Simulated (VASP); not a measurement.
# MnB: structure and properties in VASP, part 5 of 10

What structure does MnB take at this level, and what are its properties? The start is a cell from a database of measured crystal structures.

VASP 6.6.1; PBEsol, DFT+U (Mn d 3 eV), spin-polarised from a ferromagnetic start; plane waves and PAW (Mn_pv, B).

Still holding for the runs below: The magnetic state follows from one typed start and may not be the lowest. The k-mesh is coarse for a metal. A U on the itinerant d states of such a compound is hard to justify; it moves the bands at the Fermi level and favours large moments.

So far, moment of the cell, from the last line of the log (μB): step 2 (relaxing cell and atoms (PBEsol + U)) 11.8; step 3 (k-mesh 4×8×5) 11.6.

## 5. Bands along the symmetry lines (PBEsol + U)

Levels along the symmetry lines show where the bands peak and cross; KPOINTS_OPT computes them in the converged potential.

The input, INCAR:

```
SYSTEM = MnB
PREC = Accurate
ENCUT = 420
EDIFF = 1E-06
NELM = 100
ISMEAR = 0
SIGMA = 0.05
LREAL = .FALSE.
ALGO = Normal
GGA = PS
NBANDS = 63
ISPIN = 2
MAGMOM = 3.138 3.138 3.138 3.138 -0.189 -0.189 -0.189 -0.189
LDAU = .TRUE.
LDAUTYPE = 2
LDAUL = 2 -1
LDAUU = 3 0
LDAUJ = 0 0
LDAUPRINT = 1
LASPH = .TRUE.
LMAXMIX = 4
LORBIT = 11
LWAVE = .FALSE.
LCHARG = .FALSE.
KPAR = 4
```

The input, POSCAR:

```
MnB
1.0
    5.7738752562      0.0000000000      0.0000000000
    0.0000000000      2.9376891469      0.0000000000
    0.0000000000      0.0000000000      4.2347672237
Mn B
4 4
Direct
    0.1779605663      0.2500000000      0.1201939108
    0.3220394337      0.7500000000      0.6201939108
    0.6779605663      0.2500000000      0.3798060892
    0.8220394337      0.7500000000      0.8798060892
    0.0327092485      0.2500000000      0.6094652426
    0.4672907515      0.7500000000      0.1094652426
    0.5327092485      0.2500000000      0.8905347574
    0.9672907515      0.7500000000      0.3905347574
```

The input, KPOINTS:

```
Automatic mesh
0
Gamma
4 8 5
0 0 0
```

The input, KPOINTS_OPT:

```
Line mode
12
Line-mode
Reciprocal
  0.00000000   0.00000000   0.00000000 GAMMA
  0.00000000   0.50000000   0.00000000 X

  0.00000000   0.50000000   0.00000000 X
  0.00000000   0.50000000   0.50000000 S

  0.00000000   0.50000000   0.50000000 S
  0.00000000   0.00000000   0.50000000 Y

  0.00000000   0.00000000   0.50000000 Y
  0.00000000   0.00000000   0.00000000 GAMMA

  0.00000000   0.00000000   0.00000000 GAMMA
  0.50000000   0.00000000   0.00000000 Z

  0.50000000   0.00000000   0.00000000 Z
  0.50000000   0.50000000   0.00000000 U

  0.50000000   0.50000000   0.00000000 U
  0.50000000   0.50000000   0.50000000 R

  0.50000000   0.50000000   0.50000000 R
  0.50000000   0.00000000   0.50000000 T

  0.50000000   0.00000000   0.50000000 T
  0.50000000   0.00000000   0.00000000 Z

  0.00000000   0.00000000   0.50000000 Y
  0.50000000   0.00000000   0.50000000 T

  0.50000000   0.50000000   0.00000000 U
  0.00000000   0.50000000   0.00000000 X

  0.00000000   0.50000000   0.50000000 S
  0.50000000   0.50000000   0.50000000 R
```

Potentials, in the order of the species: Mn_pv and B (PBE family, release 64).

Command:

```
mpirun -np 4 vasp_std
```

Log:

```text
[... set-up lines as in an earlier step ...]
 entering main loop
       N       E                     dE             d eps       ncg     rms          rms(c)
DAV:   1     0.696602485351E+03    0.69660E+03   -0.27159E+04 11468   0.111E+03
DAV:   2    -0.154959784933E+02   -0.71210E+03   -0.65887E+03 11348   0.364E+02
DAV:   3    -0.713860510877E+02   -0.55890E+02   -0.53514E+02 12455   0.113E+02
DAV:   4    -0.723253541890E+02   -0.93930E+00   -0.93513E+00 12508   0.150E+01
DAV:   5    -0.723334513373E+02   -0.80971E-02   -0.80967E-02 12073   0.139E+00    0.399E+01
DAV:   6    -0.651277287124E+02    0.72057E+01   -0.45518E+01 12710   0.653E+01    0.317E+01
DAV:   7    -0.593311210467E+02    0.57966E+01   -0.17822E+01 12490   0.356E+01    0.114E+01
DAV:   8    -0.595312678162E+02   -0.20015E+00   -0.60138E-01 12386   0.326E+00    0.572E+00
DAV:   9    -0.596258337529E+02   -0.94566E-01   -0.26592E-01 13156   0.296E+00    0.330E+00
DAV:  10    -0.596430340360E+02   -0.17200E-01   -0.10757E-01 12698   0.171E+00    0.190E+00
DAV:  11    -0.596552867149E+02   -0.12253E-01   -0.99825E-03 12218   0.903E-01    0.872E-01
DAV:  12    -0.596570705158E+02   -0.17838E-02   -0.23561E-03 12351   0.248E-01    0.266E-01
DAV:  13    -0.596573077832E+02   -0.23727E-03   -0.34001E-04 12730   0.858E-02    0.157E-01
DAV:  14    -0.596573729629E+02   -0.65180E-04   -0.58755E-05 13696   0.471E-02    0.565E-02
DAV:  15    -0.596573960637E+02   -0.23101E-04   -0.15558E-05 12400   0.284E-02    0.198E-02
DAV:  16    -0.596573991656E+02   -0.31019E-05   -0.27334E-06 10244   0.856E-03    0.761E-03
DAV:  17    -0.596574001125E+02   -0.94688E-06   -0.57060E-07  6251   0.380E-03
   1 F= -.59657400E+02 E0= -.59656040E+02  d E =-.272063E-02  mag=    11.6151
 Start KPOINTS_OPT (optional k-point list driver)
k-point batch [1-45\144]
       N       E                     dE             ncg
DAV:   1     0.142922524945E+04   -0.67303E+05    11452
DAV:   2    -0.295111810056E+05   -0.30940E+05    11340
DAV:   3    -0.318816376446E+05   -0.23705E+04    12421
DAV:   4    -0.319205887390E+05   -0.38951E+02    12694
DAV:   5    -0.319209719416E+05   -0.38320E+00    12285
DAV:   6    -0.319209805452E+05   -0.86036E-02    12809
DAV:   7    -0.319209807898E+05   -0.24460E-03    12600
DAV:   8    -0.319209807974E+05   -0.76211E-05    10601
DAV:   9    -0.319209807978E+05   -0.38342E-06     7207
[...]
k-point batch [136-144\144]
       N       E                     dE             ncg
DAV:   1     0.565886460922E+05   -0.21869E+05     2276
DAV:   2     0.503426127647E+05   -0.62460E+04     2268
DAV:   3     0.498657085526E+05   -0.47690E+03     2469
DAV:   4     0.498580085743E+05   -0.77000E+01     2513
DAV:   5     0.498579312128E+05   -0.77362E-01     2516
DAV:   6     0.498579294442E+05   -0.17686E-02     2542
DAV:   7     0.498579293931E+05   -0.51095E-04     2542
DAV:   8     0.498579293914E+05   -0.16258E-05     2189
DAV:   9     0.498579293914E+05   -0.69820E-07     1487
```

Wall time 73 s (4 MPI ranks of Intel Xeon 6975P-C (Granite Rapids), shared host); peak memory 1.9 GiB.

OUTCAR, selected parts (step 5):

```text
   k-points           NKPTS =     45   k-points in BZ     NKDIM =     45   number of bands    NBANDS=     63

   NELECT =      64.0000    total number of electrons

atom =   1  type =  1  l = 2

 onsite density matrix

spin component  1

  0.7647  0.0349  0.0000  0.0000  0.0000
  0.0349  0.8559  0.0000  0.0000 -0.0000
  0.0000  0.0000  0.8230 -0.0058 -0.0010
  0.0000  0.0000 -0.0058  0.8136  0.0092
  0.0000 -0.0000 -0.0010  0.0092  0.8928

spin component  2

  0.2351 -0.0186 -0.0000 -0.0000 -0.0000
 -0.0186  0.2098 -0.0000 -0.0000  0.0000
 -0.0000 -0.0000  0.2018 -0.0015 -0.0053
 -0.0000 -0.0000 -0.0015  0.2050 -0.0035
 -0.0000  0.0000 -0.0053 -0.0035  0.1604

 occupancies and eigenvectors

  o =  0.1595  v =  0.0000  0.0000  0.0000  0.0000  0.0000  0.0000 -0.0000  0.1267  0.0808  0.9886      0.0000  0.0000  0.0000  0.0000  0.0000  0.0000  0.0000  0.0000  0.0000  0.0000
  o =  0.2000  v =  0.0000  0.0000  0.0000  0.0000  0.0000  0.4679  0.8838  0.0000  0.0000  0.0000      0.0000  0.0000  0.0000  0.0000  0.0000  0.0000  0.0000  0.0000  0.0000  0.0000
  o =  0.2021  v =  0.0000  0.0000  0.0000  0.0000  0.0000  0.0000  0.0000 -0.9370 -0.3172  0.1460      0.0000  0.0000  0.0000  0.0000  0.0000  0.0000  0.0000  0.0000  0.0000  0.0000
  o =  0.2057  v =  0.0000  0.0000  0.0000  0.0000  0.0000  0.0000 -0.0000  0.3254 -0.9449  0.0355      0.0000  0.0000  0.0000  0.0000  0.0000  0.0000  0.0000  0.0000  0.0000  0.0000
  o =  0.2449  v =  0.0000  0.0000  0.0000  0.0000  0.0000 -0.8838  0.4679  0.0000  0.0000  0.0000      0.0000  0.0000  0.0000  0.0000  0.0000  0.0000  0.0000  0.0000  0.0000  0.0000
  o =  0.7528  v = -0.9471  0.3209  0.0000  0.0000  0.0000  0.0000  0.0000  0.0000  0.0000  0.0000      0.0000  0.0000  0.0000  0.0000  0.0000  0.0000  0.0000  0.0000  0.0000  0.0000
  o =  0.8101  v =  0.0000  0.0000 -0.4010 -0.9110  0.0966  0.0000  0.0000  0.0000  0.0000  0.0000      0.0000  0.0000  0.0000  0.0000  0.0000  0.0000  0.0000  0.0000  0.0000  0.0000
  o =  0.8254  v =  0.0000 -0.0000  0.9158 -0.3959  0.0681  0.0000  0.0000  0.0000  0.0000  0.0000      0.0000  0.0000  0.0000  0.0000  0.0000  0.0000  0.0000  0.0000  0.0000  0.0000
  o =  0.8678  v = -0.3209 -0.9471 -0.0000 -0.0000 -0.0000  0.0000  0.0000  0.0000  0.0000  0.0000      0.0000  0.0000  0.0000  0.0000  0.0000  0.0000  0.0000  0.0000  0.0000  0.0000
  o =  0.8939  v =  0.0000  0.0000  0.0238 -0.1157 -0.9930  0.0000  0.0000  0.0000  0.0000  0.0000      0.0000  0.0000  0.0000  0.0000  0.0000  0.0000  0.0000  0.0000  0.0000  0.0000

atom =   2  type =  1  l = 2

 onsite density matrix

spin component  1

  0.7647 -0.0349 -0.0000  0.0000 -0.0000
 -0.0349  0.8559  0.0000 -0.0000  0.0000
 -0.0000  0.0000  0.8230  0.0058 -0.0010
  0.0000 -0.0000  0.0058  0.8136 -0.0092
 -0.0000  0.0000 -0.0010 -0.0092  0.8928

spin component  2

  0.2351  0.0186  0.0000 -0.0000  0.0000
  0.0186  0.2098 -0.0000  0.0000 -0.0000
  0.0000 -0.0000  0.2018  0.0015 -0.0053
 -0.0000  0.0000  0.0015  0.2050  0.0035
  0.0000 -0.0000 -0.0053  0.0035  0.1604

 occupancies and eigenvectors

  o =  0.1595  v =  0.0000  0.0000  0.0000  0.0000  0.0000  0.0000 -0.0000  0.1267 -0.0808  0.9886      0.0000  0.0000  0.0000  0.0000  0.0000  0.0000  0.0000  0.0000  0.0000  0.0000
  o =  0.2000  v =  0.0000  0.0000  0.0000  0.0000  0.0000 -0.4679  0.8838  0.0000 -0.0000  0.0000      0.0000  0.0000  0.0000  0.0000  0.0000  0.0000  0.0000  0.0000  0.0000  0.0000
  o =  0.2021  v =  0.0000  0.0000  0.0000  0.0000  0.0000  0.0000  0.0000 -0.9370  0.3172  0.1460      0.0000  0.0000  0.0000  0.0000  0.0000  0.0000  0.0000  0.0000  0.0000  0.0000
  o =  0.2057  v =  0.0000  0.0000  0.0000  0.0000  0.0000  0.0000 -0.0000 -0.3254 -0.9449 -0.0355      0.0000  0.0000  0.0000  0.0000  0.0000  0.0000  0.0000  0.0000  0.0000  0.0000
  o =  0.2449  v =  0.0000  0.0000  0.0000  0.0000  0.0000 -0.8838 -0.4679 -0.0000  0.0000 -0.0000      0.0000  0.0000  0.0000  0.0000  0.0000  0.0000  0.0000  0.0000  0.0000  0.0000
[...]
onsite density matrix

spin component  1

  0.7647  0.0349 -0.0000 -0.0000  0.0000
  0.0349  0.8559 -0.0000 -0.0000  0.0000
 -0.0000 -0.0000  0.8230 -0.0058 -0.0010
 -0.0000 -0.0000 -0.0058  0.8136  0.0092
  0.0000  0.0000 -0.0010  0.0092  0.8928

spin component  2

  0.2351 -0.0186 -0.0000  0.0000  0.0000
 -0.0186  0.2098  0.0000  0.0000 -0.0000
 -0.0000  0.0000  0.2018 -0.0015 -0.0053
  0.0000  0.0000 -0.0015  0.2050 -0.0035
  0.0000 -0.0000 -0.0053 -0.0035  0.1604

 occupancies and eigenvectors

  o =  0.1595  v =  0.0000  0.0000  0.0000  0.0000  0.0000  0.0000  0.0000  0.1267  0.0808  0.9886      0.0000  0.0000  0.0000  0.0000  0.0000  0.0000  0.0000  0.0000  0.0000  0.0000
  o =  0.2000  v =  0.0000  0.0000  0.0000  0.0000  0.0000  0.4679  0.8838 -0.0000 -0.0000  0.0000      0.0000  0.0000  0.0000  0.0000  0.0000  0.0000  0.0000  0.0000  0.0000  0.0000
  o =  0.2021  v =  0.0000  0.0000  0.0000  0.0000  0.0000 -0.0000 -0.0000 -0.9370 -0.3172  0.1460      0.0000  0.0000  0.0000  0.0000  0.0000  0.0000  0.0000  0.0000  0.0000  0.0000
  o =  0.2057  v =  0.0000  0.0000  0.0000  0.0000  0.0000 -0.0000 -0.0000  0.3254 -0.9449  0.0355      0.0000  0.0000  0.0000  0.0000  0.0000  0.0000  0.0000  0.0000  0.0000  0.0000
  o =  0.2449  v =  0.0000  0.0000  0.0000  0.0000  0.0000 -0.8838  0.4679  0.0000  0.0000 -0.0000      0.0000  0.0000  0.0000  0.0000  0.0000  0.0000  0.0000  0.0000  0.0000  0.0000
  o =  0.7528  v = -0.9471  0.3209 -0.0000 -0.0000  0.0000  0.0000  0.0000  0.0000  0.0000  0.0000      0.0000  0.0000  0.0000  0.0000  0.0000  0.0000  0.0000  0.0000  0.0000  0.0000
  o =  0.8101  v =  0.0000  0.0000  0.4010  0.9110 -0.0966  0.0000  0.0000  0.0000  0.0000  0.0000      0.0000  0.0000  0.0000  0.0000  0.0000  0.0000  0.0000  0.0000  0.0000  0.0000
  o =  0.8254  v =  0.0000 -0.0000  0.9158 -0.3959  0.0681  0.0000  0.0000  0.0000  0.0000  0.0000      0.0000  0.0000  0.0000  0.0000  0.0000  0.0000  0.0000  0.0000  0.0000  0.0000
  o =  0.8678  v = -0.3209 -0.9471  0.0000  0.0000 -0.0000  0.0000  0.0000  0.0000  0.0000  0.0000      0.0000  0.0000  0.0000  0.0000  0.0000  0.0000  0.0000  0.0000  0.0000  0.0000
  o =  0.8939  v =  0.0000  0.0000  0.0238 -0.1157 -0.9930  0.0000  0.0000  0.0000  0.0000  0.0000      0.0000  0.0000  0.0000  0.0000  0.0000  0.0000  0.0000  0.0000  0.0000  0.0000

 E-fermi :   9.2278

 spin component 1
 k-point     1 :       0.0000    0.0000    0.0000
  band No.  band energies     occupation
    ...
     34       7.1895      1.00000
     35       7.2258      1.00000
     36       7.5537      1.00000
     37       8.0080      1.00000
     38       8.2879      1.00000
     39      10.6504      0.00000
     40      11.0524      0.00000
     41      11.4628      0.00000
     42      11.4630      0.00000
     43      13.4388      0.00000
    ...

 k-point     2 :       0.2500    0.0000    0.0000
  band No.  band energies     occupation
    ...
     34       7.2470      1.00000
     35       7.4023      1.00000
     36       7.4577      1.00000
     37       7.9023      1.00000
     38       9.0748      0.99999
     39      10.7091      0.00000
     40      11.0046      0.00000
     41      11.0616      0.00000
     42      11.1257      0.00000
     43      13.8506      0.00000
    ...

  Total        0.0051958      0.0160173      0.0125893      0.0000000      0.0000000      0.0000000
  in kB        0.1158935      0.3572709      0.2808080      0.0000000      0.0000000      0.0000000
  external PRESSURE =       0.2513241 kB  Pullay stress =       0.0000000 kB

 POSITION                                       TOTAL-FORCE (eV/Angst)
 -----------------------------------------------------------------------------------
      1.02752      0.73442      0.50899        -0.000279     -0.000000      0.002900
      1.85942      2.20327      2.62638         0.000279     -0.000000      0.002900
      3.91446      0.73442      1.60839        -0.000279      0.000000     -0.002900
      4.74635      2.20327      3.72577         0.000279      0.000000     -0.002900
      0.18886      0.73442      2.58094        -0.003347     -0.000000     -0.000334
      2.69808      2.20327      0.46356         0.003347     -0.000000     -0.000334
      3.07580      0.73442      3.77121        -0.003347     -0.000000      0.000334
      5.58502      2.20327      1.65382         0.003347     -0.000000      0.000334
 -----------------------------------------------------------------------------------
    total drift:                               -0.000000      0.000000      0.000000

  FREE ENERGIE OF THE ION-ELECTRON SYSTEM (eV)
  ---------------------------------------------------
  free  energy   TOTEN  =       -59.6574001125 eV

  energy  without entropy=      -59.6546794858  energy(sigma->0) =      -59.65603980

[... 9 parts as in an earlier step ...]

[... 13 further parts left out ...]
```

This step gave:

- SCF cycles: 17
- bands: 63
- pressure: 0.02513 GPa
- moment of the cell, from the last line of the log: 11.62 μB

Spin up. Electronic bands along the path, in eV, zero at the Fermi level; # counts the bands kept, so #1 is VASP's band 13:

```
          point    #23    #24    #25    #26    #27    #28   #29   #30
              Γ  -2.00  -1.67  -1.22  -0.94   1.42   1.82  2.23  2.24
0.55 of the way  -1.86  -1.85   0.10   0.42   0.61   1.46  2.52  2.68
              X  -1.70  -1.70   0.36   0.36   1.04   1.04  2.76  2.76
0.45 of the way  -1.78  -1.78  -0.61  -0.61   1.02   1.02  2.66  2.66
              S  -1.66  -1.66  -0.76  -0.76   0.22   0.22  2.49  2.49
0.55 of the way  -1.37  -1.37  -0.92  -0.92   0.16   0.16  3.59  3.59
              Y  -1.96  -1.96  -1.30  -1.30   1.06   1.06  3.86  3.86
0.45 of the way  -2.00  -1.82  -1.50  -0.07  -0.02   1.87  3.14  3.25
              Γ  -2.00  -1.67  -1.22  -0.94   1.42   1.82  2.23  2.24
0.55 of the way  -1.83  -1.79  -1.26  -0.05   1.44   1.72  1.83  1.84
              Z  -1.90  -1.90   0.09   0.09   1.01   1.01  1.77  1.77
0.55 of the way  -1.23  -1.23  -0.44  -0.44   1.41   1.41  2.38  2.38
              U  -1.67  -1.67   0.59   0.59   0.59   0.59  3.74  3.74
0.45 of the way  -1.80  -1.80   0.12   0.12   0.12   0.12  3.82  3.82
              R  -1.86  -1.86  -0.39  -0.39  -0.39  -0.39  3.96  3.96
0.45 of the way  -2.10  -2.10  -0.33  -0.33   1.77   1.77  1.86  1.86
              T  -1.85  -1.85  -1.04  -1.04   1.35   1.35  2.98  2.98
0.55 of the way  -1.77  -1.77  -0.36  -0.36   1.15   1.15  2.78  2.78
              Z  -1.90  -1.90   0.09   0.09   1.01   1.01  1.77  1.77
      jump to Y  -1.96  -1.96  -1.30  -1.30   1.06   1.06  3.86  3.86
0.45 of the way  -1.90  -1.90  -1.21  -1.21   1.19   1.19  3.50  3.50
              T  -1.85  -1.85  -1.04  -1.04   1.35   1.35  2.98  2.98
      jump to U  -1.67  -1.67   0.59   0.59   0.59   0.59  3.74  3.74
0.45 of the way  -1.69  -1.69   0.43   0.43   0.84   0.84  3.13  3.13
              X  -1.70  -1.70   0.36   0.36   1.04   1.04  2.76  2.76
      jump to S  -1.66  -1.66  -0.76  -0.76   0.22   0.22  2.49  2.49
```

Of the projections kept (Mn, B), the largest for each band there; the rest of the weight can lie on other orbitals:

```
point      #23      #24      #25      #26      #27      #28      #29      #30
    Γ  Mn 1.00  Mn 1.00  Mn 0.84  Mn 0.56  Mn 0.67  Mn 0.71   B 0.54  Mn 0.70
    X  Mn 0.97  Mn 0.97  Mn 0.78  Mn 0.78  Mn 0.72  Mn 0.72  Mn 0.68  Mn 0.68
    S  Mn 0.92  Mn 0.92  Mn 0.88  Mn 0.88  Mn 0.80  Mn 0.80  Mn 0.71  Mn 0.71
    Y  Mn 0.98  Mn 0.98  Mn 0.89  Mn 0.89   B 0.56   B 0.56   B 0.63   B 0.63
    Γ  Mn 1.00  Mn 1.00  Mn 0.84  Mn 0.56  Mn 0.67  Mn 0.71   B 0.54  Mn 0.70
    Z  Mn 0.98  Mn 0.98  Mn 0.78  Mn 0.78  Mn 0.54  Mn 0.54  Mn 0.72  Mn 0.72
```

Spin down. The electronic bands at the labelled points (eV, zero at the Fermi level; # counts the bands kept, so #1 is VASP's band 13):

| point | #11 | #12 | #13 | #14 | #15 | #16 | #17 | #18 |
| --- | --- | --- | --- | --- | --- | --- | --- | --- |
| Γ | -1.89 | -1.41 | 0.48 | 0.58 | 0.84 | 1.03 | 1.36 | 1.37 |
| 0.55 of the way | -2.60 | -1.07 | -0.67 | -0.58 | -0.14 | -0.14 | 1.90 | 2.13 |
| X | -2.39 | -2.39 | -0.99 | -0.99 | -0.96 | -0.96 | 2.59 | 2.59 |
| 0.45 of the way | -2.39 | -2.39 | -0.72 | -0.72 | -0.38 | -0.38 | 1.77 | 1.77 |
| S | -2.51 | -2.51 | -0.09 | -0.09 | 0.54 | 0.54 | 0.89 | 0.89 |
| 0.55 of the way | -1.15 | -1.15 | -0.76 | -0.76 | 0.76 | 0.76 | 1.42 | 1.42 |
| Y | -0.91 | -0.91 | -0.16 | -0.16 | 1.24 | 1.24 | 1.62 | 1.62 |
| 0.45 of the way | -1.74 | -1.04 | 0.03 | 0.87 | 0.89 | 1.10 | 1.28 | 1.53 |
| Γ | -1.89 | -1.41 | 0.48 | 0.58 | 0.84 | 1.03 | 1.36 | 1.37 |
| 0.55 of the way | -1.81 | -1.51 | 0.38 | 0.56 | 0.65 | 0.66 | 1.38 | 1.45 |
| Z | -1.74 | -1.74 | 0.37 | 0.37 | 0.54 | 0.54 | 1.52 | 1.52 |
| 0.55 of the way | -1.87 | -1.87 | -0.72 | -0.72 | -0.18 | -0.18 | 2.33 | 2.33 |
| U | -2.85 | -2.85 | -1.02 | -1.02 | -1.02 | -1.02 | 2.81 | 2.81 |
| 0.45 of the way | -2.63 | -2.63 | -0.81 | -0.81 | -0.81 | -0.81 | 2.50 | 2.50 |
| R | -2.39 | -2.39 | -0.62 | -0.62 | -0.62 | -0.62 | 2.13 | 2.13 |
| 0.45 of the way | -1.77 | -1.77 | -0.61 | -0.61 | 0.17 | 0.17 | 1.65 | 1.65 |
| T | -1.42 | -1.42 | 0.22 | 0.22 | 0.64 | 0.64 | 1.83 | 1.83 |
| 0.55 of the way | -1.85 | -1.85 | 0.40 | 0.40 | 0.71 | 0.71 | 1.52 | 1.52 |
| Z | -1.74 | -1.74 | 0.37 | 0.37 | 0.54 | 0.54 | 1.52 | 1.52 |
| jump to Y | -0.91 | -0.91 | -0.16 | -0.16 | 1.24 | 1.24 | 1.62 | 1.62 |
| 0.45 of the way | -1.21 | -1.21 | 0.03 | 0.03 | 0.90 | 0.90 | 1.85 | 1.85 |
| T | -1.42 | -1.42 | 0.22 | 0.22 | 0.64 | 0.64 | 1.83 | 1.83 |
| jump to U | -2.85 | -2.85 | -1.02 | -1.02 | -1.02 | -1.02 | 2.81 | 2.81 |
| 0.45 of the way | -2.62 | -2.62 | -1.00 | -1.00 | -1.00 | -1.00 | 2.66 | 2.66 |
| X | -2.39 | -2.39 | -0.99 | -0.99 | -0.96 | -0.96 | 2.59 | 2.59 |
| jump to S | -2.51 | -2.51 | -0.09 | -0.09 | 0.54 | 0.54 | 0.89 | 0.89 |

Of the projections kept (Mn, B), the largest for each band there; the rest of the weight can lie on other orbitals:

```
point      #11      #12      #13      #14      #15      #16      #17      #18
    Γ  Mn 0.63  Mn 0.93  Mn 0.98  Mn 0.98  Mn 1.00  Mn 0.91  Mn 0.98  Mn 0.97
    X  Mn 0.68  Mn 0.68  Mn 0.95  Mn 0.95  Mn 0.96  Mn 0.96  Mn 0.99  Mn 0.99
    S  Mn 0.64  Mn 0.64  Mn 0.93  Mn 0.93  Mn 0.97  Mn 0.97  Mn 0.96  Mn 0.96
    Y  Mn 0.87  Mn 0.87  Mn 0.87  Mn 0.87  Mn 0.95  Mn 0.95  Mn 0.97  Mn 0.97
    Γ  Mn 0.63  Mn 0.93  Mn 0.98  Mn 0.98  Mn 1.00  Mn 0.91  Mn 0.98  Mn 0.97
    Z  Mn 0.79  Mn 0.79  Mn 0.96  Mn 0.96  Mn 0.95  Mn 0.95  Mn 0.94  Mn 0.94
```

There is no gap at this level.

Spin up: of the bands kept, 4 cross the Fermi level on this path. Spin down: of the bands kept, 4 cross the Fermi level on this path.

(Part 5 of 10 ends here.)

[Lines on the potential files, build, host, timing and source positions are cut from VASP's logs without a mark.]

[Logs are printed without paths, hosts, clocks, repeated set-up lines and the standing remarks that a program may print on its own settings, such as how far it seeks lower states.]

[Hosts, paths, dates, database ids (printed as entryN), source tags and the programs' standing remarks are cut or masked in the printed files.]

[A measured line is paired with the nearest computed mode of its activity, which favours agreement.]
